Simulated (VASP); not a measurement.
# CdSe (Cadmoselite): what each functional gives, and what it costs, part 5 of 7

Wanted: bands and gap of CdSe (Cadmoselite) from one functional after another. The start is a cell from a database of measured crystal structures.

VASP 6.6.1, plane waves and PAW; the level of theory is named at each step.

Still holding for the runs below: Spin-orbit coupling is off here; it would split degenerate levels, and it lifts a valence top of Se p states by about 0.1 eV.

So far, least gap on mesh and path (eV): step 2 (bands, level LDA, k 4×4×2) 0.413; step 6 (bands, level AM05, k 4×4×2) 0.646; step 7 (bands, level LAK, k 4×4×2) 1.52; step 9 (bands, level HSE06, k 4×4×2) 1.66; step 10 (bands, level r2SCAN0, k 4×4×2) 2.58.

## (11) Bands with HSEsol, k 4×4×2

This step: HSEsol; plane waves and PAW (Cd, Se) (VASP 6.6.1).

HSEsol is the screened hybrid built on PBEsol.

Contents of INCAR:

```
SYSTEM = CdSe
PREC = Accurate
ENCUT = 400
EDIFF = 1E-06
NELM = 100
ISMEAR = 0
SIGMA = 0.02
LREAL = .FALSE.
ALGO = Normal
LHFCALC = .TRUE.
AEXX = 0.25
GGA = PS
HFSCREEN = 0.2
LASPH = .TRUE.
NBANDS = 24
PRECFOCK = Fast
LORBIT = 11
LWAVE = .FALSE.
LCHARG = .FALSE.
KPAR = 4
```

Contents of POSCAR:

```
CdSe
1.0
    4.2990000000      0.0000000000      0.0000000000
   -2.1495000000      3.7230432109      0.0000000000
    0.0000000000      0.0000000000      7.0100000000
Cd Se
2 2
Direct
    0.3333333333      0.6666666667      0.0000000000
    0.6666666667      0.3333333333      0.5000000000
    0.3333333333      0.6666666667      0.3767900000
    0.6666666667      0.3333333333      0.8767900000
```

Contents of KPOINTS:

```
Automatic mesh
0
Gamma
4 4 2
0 0 0
```

Contents of KPOINTS_OPT:

```
Line mode
6
Line-mode
Reciprocal
  0.00000000   0.00000000   0.00000000 GAMMA
  0.50000000   0.00000000   0.00000000 M

  0.50000000   0.00000000   0.00000000 M
  0.33333333   0.33333333   0.00000000 K

  0.33333333   0.33333333   0.00000000 K
  0.00000000   0.00000000   0.00000000 GAMMA

  0.00000000   0.00000000   0.00000000 GAMMA
  0.00000000   0.00000000   0.50000000 A

  0.00000000   0.00000000   0.50000000 A
  0.50000000   0.00000000   0.50000000 L

  0.50000000   0.00000000   0.50000000 L
  0.33333333   0.33333333   0.50000000 H

  0.33333333   0.33333333   0.50000000 H
  0.00000000   0.00000000   0.50000000 A

  0.50000000   0.00000000   0.50000000 L
  0.50000000   0.00000000   0.00000000 M

  0.33333333   0.33333333   0.00000000 K
  0.33333333   0.33333333   0.50000000 H
```

Potentials, in the order of the species: Cd and Se (PBE family, release 64).

On the command line:

```sh
$ mpirun -np 8 vasp_std
```

Numbers of over 12 decimals in the logs are rounded to 6 here.

Log:

```text
[banner, memory and clock lines left out]
running    8 mpi-ranks, on    1 nodes
[...]
[... a notice as in an earlier step ...]

 [... a notice as in an earlier step ...]

 LDA part: xc-table for (Slater+PW92), standard interpolation
 found WAVECAR, reading the header
 POSCAR, INCAR and KPOINTS ok, starting setup
[...]
reading WAVECAR
 the WAVECAR file was read successfully
 initial charge from wavefunction
 entering main loop
       N       E                     dE             d eps       ncg     rms          rms(c)
DAV:   1    -0.146201797220E+02   -0.14620E+02   -0.74052E-01   392   0.633E+00    0.243E+00
DAV:   2    -0.146303166322E+02   -0.10137E-01   -0.56524E-02   432   0.238E+00    0.155E+00
DAV:   3    -0.146293321445E+02    0.98449E-03   -0.23894E-03   448   0.491E-01    0.934E-01
DAV:   4    -0.146289273938E+02    0.40475E-03   -0.24602E-04   448   0.140E-01    0.540E-01
[...]
DAV:   8    -0.146287248713E+02    0.52130E-05   -0.18103E-06   352   0.954E-03    0.599E-02
DAV:   9    -0.146287231552E+02    0.17162E-05   -0.76001E-07   272   0.604E-03    0.348E-02
DAV:  10    -0.146287226149E+02    0.54025E-06   -0.29644E-07   272   0.369E-03
   1 F= -.14628723E+02 E0= -.14628723E+02  d E =-.482731E-12
 Start KPOINTS_OPT (optional k-point list driver)
k-point batch [1-8\54]
       N       E                     dE             ncg
DAV:   1     0.274170700908E+03   -0.43025E+04      384
DAV:   2    -0.181621100802E+04   -0.20904E+04      424
DAV:   3    -0.195852082915E+04   -0.14231E+03      440
DAV:   4    -0.196213435973E+04   -0.36135E+01      448
DAV:   5    -0.196216738570E+04   -0.33026E-01      472
DAV:   6    -0.196216771366E+04   -0.32796E-03      448
DAV:   7    -0.196216771852E+04   -0.48620E-05      392
DAV:   8    -0.196216771863E+04   -0.11165E-06      312
[...]
k-point batch [49-54\54]
       N       E                     dE             ncg
DAV:   1     0.193624837437E+04   -0.58858E+04      288
DAV:   2     0.406112514055E+03   -0.15301E+04      312
DAV:   3     0.313431865781E+03   -0.92681E+02      360
DAV:   4     0.311802864473E+03   -0.16290E+01      352
DAV:   5     0.311791093766E+03   -0.11771E-01      336
DAV:   6     0.311791007138E+03   -0.86628E-04      320
DAV:   7     0.311791006400E+03   -0.73852E-06      248
```

Elapsed: 4 min, on 8 MPI ranks of AMD EPYC 7R43, shared host; peak memory 2.1 GiB.

Parts of OUTCAR (step 11):

```text
 POSITION                                       TOTAL-FORCE (eV/Angst)
 -----------------------------------------------------------------------------------
     -0.00000      2.48203      0.00000        -0.000000      0.000000      0.043719
      2.14950      1.24101      3.50500         0.000000     -0.000000      0.043719
     -0.00000      2.48203      2.64130         0.000000     -0.000000     -0.043719
      2.14950      1.24101      6.14630        -0.000000      0.000000     -0.043719
 -----------------------------------------------------------------------------------
    total drift:                                0.000006      0.000000     -0.000243

  FREE ENERGIE OF THE ION-ELECTRON SYSTEM (eV)
  ---------------------------------------------------
  free  energy   TOTEN  =       -14.6287226149 eV

  energy  without entropy=      -14.6287226149  energy(sigma->0) =      -14.62872261

[... 2 parts as in an earlier step ...]

[... 1 further part left out ...]
[key lines of the parts left out:]
E-fermi :   0.3611
```

Electronic bands along the path, in eV, zero at the valence-band top; v1 is the highest filled band, c1 the lowest empty one:

```csv
point,v4,v3,v2,v1,c1,c2,c3,c4
Γ,-0.83,-0.04,0.00,0.00,1.51,3.08,6.83,6.83
0.40 of the way,-1.76,-1.30,-0.36,-0.29,3.10,4.28,6.10,7.07
M,-2.88,-2.02,-1.43,-0.83,4.17,4.17,5.57,7.27
0.60 of the way,-3.00,-2.38,-1.66,-1.53,5.10,5.31,5.55,7.20
K,-3.33,-2.04,-2.04,-1.85,4.96,5.94,5.94,7.88
0.60 of the way,-2.19,-1.46,-0.50,-0.46,3.45,4.71,5.97,6.68
Γ,-0.83,-0.04,0.00,0.00,1.51,3.08,6.83,6.83
0.60 of the way,-0.67,-0.67,-0.18,-0.18,2.75,3.22,6.60,6.96
A,-0.44,-0.44,-0.44,-0.44,3.27,3.27,6.81,6.83
0.40 of the way,-1.34,-1.34,-0.83,-0.83,4.28,4.28,5.91,5.91
L,-1.47,-1.47,-1.46,-1.46,3.78,3.78,5.75,5.75
0.40 of the way,-2.00,-2.00,-1.29,-1.29,4.20,4.20,6.05,6.05
H,-2.67,-2.67,-1.21,-1.21,4.71,4.71,6.65,6.65
0.40 of the way,-1.76,-1.76,-1.37,-1.37,4.69,4.69,6.15,6.15
A,-0.44,-0.44,-0.44,-0.44,3.27,3.27,6.81,6.84
jump to L,-1.47,-1.47,-1.46,-1.46,3.78,3.78,5.75,5.75
0.60 of the way,-2.52,-1.92,-1.27,-0.96,3.76,4.21,6.03,6.44
M,-2.88,-2.02,-1.43,-0.83,4.17,4.17,5.57,7.27
jump to K,-3.33,-2.04,-2.04,-1.85,4.96,5.94,5.94,7.88
0.60 of the way,-3.07,-2.21,-1.49,-1.49,5.14,5.14,5.67,7.43
H,-2.67,-2.67,-1.21,-1.21,4.71,4.71,6.65,6.65
```

The largest weight of each band there:

```csv
point,v4,v3,v2,v1,c1,c2,c3,c4
Γ,Se 0.80,Se 0.83,Se 0.82,Se 0.82,Cd 0.56,Cd 0.68,Cd 0.76,Cd 0.76
M,Se 0.75,Se 0.80,Se 0.78,Se 0.81,Cd 0.71,Cd 0.54,Se 0.58,Se 0.62
K,Se 0.78,Se 0.77,Se 0.77,Se 0.77,Cd 0.64,Se 0.55,Se 0.55,Se 0.79
Γ,Se 0.80,Se 0.83,Se 0.82,Se 0.82,Cd 0.56,Cd 0.68,Cd 0.76,Cd 0.76
A,Se 0.81,Se 0.81,Se 0.81,Se 0.81,Cd 0.53,Cd 0.53,Se 0.58,Se 0.57
L,Se 0.80,Se 0.80,Se 0.79,Se 0.79,Cd 0.64,Cd 0.64,Cd 0.64,Cd 0.64
```

The electronic bands as a text plot (rows in eV, shown from -8.0 to 5.8 only):

```
    5.5 |      ++++++ ++++                +              +  + ++
    4.9 |         ++++    ++                  ++++++         + ++
    4.3 |  +++++++      ++           +++    ++      ++   ++++
    3.7 | +  ++             ++      +   ++++          ++ +++
    3.2 |+ ++             ++  ++++++                    +
    2.6 |                   ++   +
    2.0 | +                    ++
    1.5 |+                    +
    0.9 |
    0.3 |
   -0.3 |****             ***********                   *
   -0.8 |**  *****      **  ******  ***             ****  ***
   -1.4 | **********  **  ****   *   *****************   ****  **
   -2.0 |  **  ***  **  ****                *     **     *******
   -2.6 |    **   **  ******      **         *****      *  *    *
   -3.1 |    *************          ***             ****    *****
   -3.7 |      ****** **         *     *          **        *
   -4.3 |  *****************    *       ** *******       ********
   -4.8 |**                 ****          *              ***
   -5.4 |
   -6.0 |
   -6.6 |
   -7.1 |
   -7.7 |
         Γ      M    K        Γ   A       L    H       A|L M|K  H
```

The gap is 1.51 eV, direct at Γ. Against LDA that is +1.10 eV; this run took 9.3 times the core time, on fewer points of the path.

## (12) Bands with r2SCANh, k 4×4×2

This step: r2SCANh; plane waves and PAW (Cd, Se) (VASP 6.6.1).

r2SCANh replaces a tenth of the r2SCAN exchange by exact exchange. A prediction first. If the gap is linear in the share of exact exchange, r2SCAN (1.16 eV at 0) and r2SCAN0 (2.58 eV at 0.250) give a slope of 5.70 eV per unit share, so a share of 0.100 should give 1.73 eV.

Edit INCAR of step 11 so:

```diff
@@ -10,5 +10,4 @@
 LHFCALC = .TRUE.
-AEXX = 0.25
-GGA = PS
-HFSCREEN = 0.2
+AEXX = 0.1
+METAGGA = R2SCAN
 LASPH = .TRUE.
@@ -16,2 +15,3 @@
 PRECFOCK = Fast
+HFRCUT = -1
 LORBIT = 11
```

POSCAR is that of step 11.

KPOINTS is that of step 11.

KPOINTS_OPT is that of step 11.

On the command line:

```sh
$ mpirun -np 8 vasp_std
```

Log:

```text
[... set-up lines as in an earlier step ...]
 entering main loop
       N       E                     dE             d eps       ncg     rms          rms(c)
DAV:   1    -0.673640769657E+02   -0.67364E+02   -0.96415E-01   384   0.777E+00    0.288E+00
DAV:   2    -0.673627211680E+02    0.13558E-02   -0.60143E-02   448   0.258E+00    0.141E+00
DAV:   3    -0.673620470514E+02    0.67412E-03   -0.61210E-03   480   0.720E-01    0.805E-01
DAV:   4    -0.673622161270E+02   -0.16908E-03   -0.11197E-03   456   0.252E-01    0.479E-01
[...]
DAV:   8    -0.673624597934E+02   -0.10287E-04   -0.60816E-06   456   0.209E-02    0.570E-02
DAV:   9    -0.673624633855E+02   -0.35920E-05   -0.25255E-06   360   0.134E-02    0.336E-02
DAV:  10    -0.673624643727E+02   -0.98723E-06   -0.12457E-06   304   0.951E-03
   1 F= -.67362464E+02 E0= -.67362464E+02  d E =-.169467E-14
 Start KPOINTS_OPT (optional k-point list driver)
k-point batch [1-8\54]
       N       E                     dE             ncg
DAV:   1     0.179146049765E+03   -0.43975E+04      384
DAV:   2    -0.173655593618E+04   -0.19157E+04      440
DAV:   3    -0.184500747921E+04   -0.10845E+03      424
DAV:   4    -0.184669099528E+04   -0.16835E+01      488
DAV:   5    -0.184670137052E+04   -0.10375E-01      504
DAV:   6    -0.184670147675E+04   -0.10623E-03      496
DAV:   7    -0.184670147879E+04   -0.20407E-05      408
DAV:   8    -0.184670147886E+04   -0.62306E-07      368
[...]
k-point batch [49-54\54]
       N       E                     dE             ncg
DAV:   1     0.186200967746E+04   -0.59600E+04      288
DAV:   2     0.471633455623E+03   -0.13904E+04      312
DAV:   3     0.400905687444E+03   -0.70728E+02      368
DAV:   4     0.400124559329E+03   -0.78113E+00      336
DAV:   5     0.400120245226E+03   -0.43141E-02      352
DAV:   6     0.400120209036E+03   -0.36191E-04      352
DAV:   7     0.400120208474E+03   -0.56153E-06      264
```

The job ended after 4.2 min (8 MPI ranks; peak memory 1.4 GiB).

From OUTCAR (step 12):

```text
 POSITION                                       TOTAL-FORCE (eV/Angst)
 -----------------------------------------------------------------------------------
     -0.00000      2.48203      0.00000        -0.000000     -0.000000      0.046281
      2.14950      1.24101      3.50500        -0.000000      0.000000      0.046281
     -0.00000      2.48203      2.64130        -0.000000     -0.000000     -0.046281
      2.14950      1.24101      6.14630         0.000000      0.000000     -0.046281
 -----------------------------------------------------------------------------------
    total drift:                                0.000034      0.000014     -0.004083

  FREE ENERGIE OF THE ION-ELECTRON SYSTEM (eV)
  ---------------------------------------------------
  free  energy   TOTEN  =       -67.3624643727 eV

  energy  without entropy=      -67.3624643727  energy(sigma->0) =      -67.36246437

[... 2 parts as in an earlier step ...]

[... 1 further part left out ...]
[key lines of the parts left out:]
E-fermi :   0.4446
```

Electronic bands along the path, in eV, zero at the valence-band top; v1 is the highest filled band, c1 the lowest empty one:

```csv
point,v4,v3,v2,v1,c1,c2,c3,c4
Γ,-0.80,-0.05,0.00,0.00,1.72,3.25,7.00,7.00
0.40 of the way,-1.68,-1.26,-0.36,-0.28,3.26,4.40,6.21,7.21
M,-2.79,-1.97,-1.39,-0.81,4.28,4.30,5.66,7.34
0.60 of the way,-2.92,-2.30,-1.61,-1.48,5.18,5.41,5.61,7.30
K,-3.24,-1.97,-1.97,-1.80,5.05,5.98,5.98,7.95
0.60 of the way,-2.10,-1.41,-0.48,-0.45,3.60,4.81,6.09,6.78
Γ,-0.80,-0.05,0.00,0.00,1.72,3.25,7.00,7.00
0.60 of the way,-0.65,-0.65,-0.18,-0.18,2.91,3.39,6.75,7.12
A,-0.42,-0.42,-0.42,-0.42,3.43,3.43,6.94,6.94
0.40 of the way,-1.30,-1.30,-0.80,-0.80,4.40,4.40,6.04,6.04
L,-1.43,-1.43,-1.42,-1.42,3.93,3.93,5.88,5.88
0.40 of the way,-1.93,-1.93,-1.26,-1.26,4.34,4.34,6.17,6.17
H,-2.59,-2.59,-1.18,-1.18,4.86,4.86,6.72,6.72
0.40 of the way,-1.70,-1.70,-1.33,-1.33,4.81,4.81,6.26,6.26
A,-0.42,-0.42,-0.42,-0.42,3.43,3.43,6.94,6.94
jump to L,-1.43,-1.43,-1.42,-1.42,3.93,3.93,5.88,5.88
0.60 of the way,-2.44,-1.87,-1.22,-0.94,3.89,4.33,6.11,6.55
M,-2.79,-1.97,-1.39,-0.81,4.28,4.30,5.66,7.34
jump to K,-3.24,-1.97,-1.97,-1.80,5.05,5.98,5.98,7.95
0.60 of the way,-2.98,-2.15,-1.44,-1.44,5.25,5.25,5.75,7.54
H,-2.59,-2.59,-1.18,-1.18,4.86,4.86,6.72,6.72
```

The largest weight of each band there:

```csv
point,v4,v3,v2,v1,c1,c2,c3,c4
Γ,Se 0.80,Se 0.82,Se 0.82,Se 0.82,Cd 0.57,Cd 0.68,Cd 0.75,Cd 0.75
M,Se 0.75,Se 0.80,Se 0.77,Se 0.81,Cd 0.70,Cd 0.55,Se 0.57,Se 0.62
K,Se 0.78,Se 0.77,Se 0.77,Se 0.77,Cd 0.64,Se 0.55,Se 0.55,Se 0.78
Γ,Se 0.80,Se 0.82,Se 0.82,Se 0.82,Cd 0.57,Cd 0.68,Cd 0.75,Cd 0.75
A,Se 0.81,Se 0.81,Se 0.81,Se 0.81,Cd 0.54,Cd 0.54,Se 0.58,Se 0.58
L,Se 0.80,Se 0.80,Se 0.79,Se 0.79,Cd 0.65,Cd 0.65,Cd 0.64,Cd 0.64
```

The gap is 1.72 eV, direct at Γ. Against LDA that is +1.30 eV; this run took 9.6 times the core time, on fewer points of the path. The straight line predicted 1.73 eV, which is +0.01 eV off.

## (13) Bands with HSE03, k 4×4×2

This step: HSE03; plane waves and PAW (Cd, Se) (VASP 6.6.1).

HSE03, as typed here, screens exact exchange more strongly than HSE06 (HFSCREEN 0.3 against 0.2).

Edit INCAR of step 12 so:

```diff
@@ -10,4 +10,5 @@
 LHFCALC = .TRUE.
-AEXX = 0.1
-METAGGA = R2SCAN
+AEXX = 0.25
+GGA = PE
+HFSCREEN = 0.3
 LASPH = .TRUE.
@@ -15,3 +16,2 @@
 PRECFOCK = Fast
-HFRCUT = -1
 LORBIT = 11
```

POSCAR is that of step 12.

KPOINTS is that of step 12.

KPOINTS_OPT is that of step 12.

On the command line:

```sh
$ mpirun -np 8 vasp_std
```

Log:

```text
[banner, memory and clock lines left out]
running    8 mpi-ranks, on    1 nodes
[...]
[... a notice as in an earlier step ...]

 LDA part: xc-table for (Slater+PW92), standard interpolation
 found WAVECAR, reading the header
 POSCAR, INCAR and KPOINTS ok, starting setup
[...]
reading WAVECAR
 the WAVECAR file was read successfully
 initial charge from wavefunction
 entering main loop
       N       E                     dE             d eps       ncg     rms          rms(c)
DAV:   1    -0.131998111344E+02   -0.13200E+02   -0.94173E-01   384   0.782E+00    0.287E+00
DAV:   2    -0.132052210288E+02   -0.54099E-02   -0.79238E-02   432   0.309E+00    0.170E+00
DAV:   3    -0.132027601210E+02    0.24609E-02   -0.59572E-03   448   0.796E-01    0.104E+00
DAV:   4    -0.132021619216E+02    0.59820E-03   -0.76307E-04   440   0.228E-01    0.615E-01
DAV:   6    -0.132019498019E+02    0.50247E-04   -0.26634E-05   440   0.360E-02    0.207E-01
DAV:   7    -0.132019321215E+02    0.17680E-04   -0.57699E-06   440   0.180E-02    0.118E-01
[...]
DAV:   9    -0.132019246132E+02    0.16621E-05   -0.10427E-06   304   0.710E-03    0.386E-02
DAV:  10    -0.132019242168E+02    0.39643E-06   -0.39555E-07   272   0.443E-03
   1 F= -.13201924E+02 E0= -.13201924E+02  d E =-.110486E-22
 Start KPOINTS_OPT (optional k-point list driver)
k-point batch [1-8\54]
       N       E                     dE             ncg
DAV:   1     0.325922317233E+03   -0.42507E+04      384
DAV:   2    -0.173690797422E+04   -0.20628E+04      424
DAV:   3    -0.187687602803E+04   -0.13997E+03      440
DAV:   4    -0.188046299531E+04   -0.35870E+01      456
DAV:   5    -0.188049556821E+04   -0.32573E-01      488
DAV:   6    -0.188049589335E+04   -0.32515E-03      448
DAV:   7    -0.188049589838E+04   -0.50309E-05      392
DAV:   8    -0.188049589850E+04   -0.11987E-06      312
[...]
k-point batch [49-54\54]
       N       E                     dE             ncg
DAV:   1     0.197758318582E+04   -0.58444E+04      288
DAV:   2     0.467536178413E+03   -0.15100E+04      312
DAV:   3     0.376034942694E+03   -0.91501E+02      352
DAV:   4     0.374409257492E+03   -0.16257E+01      352
DAV:   5     0.374397645938E+03   -0.11612E-01      336
DAV:   6     0.374397560340E+03   -0.85599E-04      328
DAV:   7     0.374397559598E+03   -0.74189E-06      240
```

Run time: 4.1 min. Hardware: 8 MPI ranks; peak memory 2 GiB; 33 min of CPU time.

Parts of OUTCAR (step 13):

```text
 POSITION                                       TOTAL-FORCE (eV/Angst)
 -----------------------------------------------------------------------------------
     -0.00000      2.48203      0.00000         0.000000      0.000000      0.045930
      2.14950      1.24101      3.50500        -0.000000     -0.000000      0.045930
     -0.00000      2.48203      2.64130         0.000000     -0.000000     -0.045930
      2.14950      1.24101      6.14630        -0.000000      0.000000     -0.045930
 -----------------------------------------------------------------------------------
    total drift:                                0.000024      0.000008     -0.000243

  FREE ENERGIE OF THE ION-ELECTRON SYSTEM (eV)
  ---------------------------------------------------
  free  energy   TOTEN  =       -13.2019242168 eV

  energy  without entropy=      -13.2019242168  energy(sigma->0) =      -13.20192422

[... 2 parts as in an earlier step ...]

[... 1 further part left out ...]
[key lines of the parts left out:]
E-fermi :   0.6143
```

Electronic bands along the path, in eV, zero at the valence-band top; v1 is the highest filled band, c1 the lowest empty one:

```csv
point,v4,v3,v2,v1,c1,c2,c3,c4
Γ,-0.81,-0.04,0.00,0.00,1.46,2.99,6.68,6.68
0.40 of the way,-1.71,-1.26,-0.35,-0.29,3.01,4.15,5.97,6.93
M,-2.80,-1.97,-1.39,-0.81,4.05,4.06,5.46,7.10
0.60 of the way,-2.92,-2.31,-1.60,-1.49,4.97,5.18,5.39,7.07
K,-3.23,-1.98,-1.98,-1.80,4.87,5.75,5.75,7.77
0.60 of the way,-2.12,-1.42,-0.49,-0.44,3.35,4.56,5.85,6.54
Γ,-0.81,-0.04,0.00,0.00,1.46,2.99,6.68,6.68
0.60 of the way,-0.65,-0.65,-0.18,-0.18,2.67,3.12,6.47,6.81
A,-0.42,-0.42,-0.42,-0.42,3.17,3.17,6.68,6.70
0.40 of the way,-1.30,-1.30,-0.81,-0.81,4.16,4.16,5.79,5.79
L,-1.43,-1.43,-1.42,-1.42,3.69,3.69,5.62,5.62
0.40 of the way,-1.94,-1.94,-1.26,-1.26,4.09,4.09,5.92,5.92
H,-2.59,-2.59,-1.18,-1.18,4.59,4.59,6.54,6.54
0.40 of the way,-1.71,-1.71,-1.33,-1.33,4.56,4.56,6.01,6.01
A,-0.42,-0.42,-0.42,-0.42,3.17,3.17,6.68,6.71
jump to L,-1.43,-1.43,-1.42,-1.42,3.69,3.69,5.62,5.62
0.60 of the way,-2.45,-1.87,-1.24,-0.94,3.66,4.10,5.89,6.30
M,-2.80,-1.97,-1.39,-0.81,4.05,4.06,5.46,7.10
jump to K,-3.23,-1.98,-1.98,-1.80,4.87,5.75,5.75,7.77
0.60 of the way,-2.98,-2.15,-1.45,-1.45,5.00,5.00,5.57,7.27
H,-2.59,-2.59,-1.18,-1.18,4.59,4.59,6.54,6.54
```

The largest weight of each band there:

```csv
point,v4,v3,v2,v1,c1,c2,c3,c4
Γ,Se 0.81,Se 0.83,Se 0.83,Se 0.83,Cd 0.56,Cd 0.68,Cd 0.75,Cd 0.75
M,Se 0.75,Se 0.81,Se 0.78,Se 0.81,Cd 0.54,Cd 0.70,Se 0.58,Se 0.61
K,Se 0.79,Se 0.77,Se 0.77,Se 0.77,Cd 0.63,Se 0.55,Se 0.55,Se 0.79
Γ,Se 0.81,Se 0.83,Se 0.83,Se 0.83,Cd 0.56,Cd 0.68,Cd 0.75,Cd 0.75
A,Se 0.81,Se 0.81,Se 0.81,Se 0.81,Cd 0.54,Cd 0.54,Se 0.58,Se 0.57
L,Se 0.80,Se 0.80,Se 0.79,Se 0.79,Cd 0.64,Cd 0.64,Cd 0.64,Cd 0.64
```

The electronic bands as a text plot (rows in eV, shown from -8.0 to 5.6 only):

```
    5.3 |      ++++++ ++++                +              +  + ++
    4.8 |         ++++    ++                  ++++++         + ++
    4.2 |  +++++++      ++           +++    ++      ++   ++++
    3.6 | +  ++             ++      +   ++++          ++ +++
    3.1 |+ ++             ++  ++++++                    +
    2.5 |                   ++   +
    1.9 | +                    ++
    1.4 |+                    +
    0.8 |
    0.2 |*                    **
   -0.3 | *****           **** ******                 ***
   -0.9 |**  ******     **  ******  ****      **    ****  ***
   -1.5 | ***** ***** **  ****   *   *********  ******   **** ***
   -2.0 |  **  *******  ****                **  **        ******
   -2.6 |    ******   ****        ***         **      ***  **   *
   -3.2 |    **    ***  **           **             **       ***
   -3.7 |      *********         *     *          **       ***
   -4.3 | *********** ******** **       **********       **** ***
   -4.9 |*                    *
   -5.4 |
   -6.0 |
   -6.6 |
   -7.1 |
   -7.7 |
         Γ      M    K        Γ   A       L    H       A|L M|K  H
```

The gap is 1.46 eV, direct at Γ. Against LDA that is +1.05 eV; this run took 9.5 times the core time, on fewer points of the path.

(Part 5 of 7 ends here.)

[Lines on the potential files, build, host, timing and source positions are cut from VASP's logs without a mark.]

[Logs are printed without paths, hosts, clocks, repeated set-up lines and the standing remarks that a program may print on its own settings, such as how far it seeks lower states.]

[Hosts, paths, dates, database ids (printed as entryN), source tags and the programs' standing remarks are cut or masked in the printed files.]

[Measured values are set beside computed ones only where the two were judged alike; some that the calculation misses by far are left out.]
